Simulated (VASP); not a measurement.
Here is the system:

```
CELL_PARAMETERS angstrom
      3.99524     0.00000     0.00000
      0.00000     3.99524     0.00000
      0.00000     0.00000     5.28691
ATOMIC_POSITIONS crystal
  Pb 0.50000 0.00000 0.76500
  Pb 0.00000 0.50000 0.23500
  O  0.50000 0.50000 0.00000
  O  0.00000 0.00000 0.00000
```

The numbers are results of r2SCAN meta-GGA, VASP's PBE PAW potentials (set 64) (plane waves; VASP), not measurements. Numerical set-up: PREC = Normal, EDIFF = 1E-5, 500 eV cut-off, 8×8×6 Γ-centred mesh, Gaussian smearing of 0.050 eV, potentials Pb_d O.

Task: The ions are relaxed. What does this cell relax into?

Result: 
```
CELL_PARAMETERS angstrom
      3.99524     0.00000     0.00000
      0.00000     3.99524     0.00000
      0.00000     0.00000     5.28691
ATOMIC_POSITIONS crystal
  Pb 0.50000 0.00000 0.77481
  Pb 0.00000 0.50000 0.22519
  O  0.50000 0.50000 0.00000
  O  0.00000 0.00000 0.00000
```
Space group P4/nmm (129), at a tolerance of 0.03 Å.

Task: How much energy does the relaxation gain?

Result: The energy (σ→0) changes by -11.3 meV/atom, in 3 ionic steps.

The compound is PbO in the litharge structure. This run relaxes the ions in a fixed cell. Symmetry was kept, so distortions that lower it aren't found.
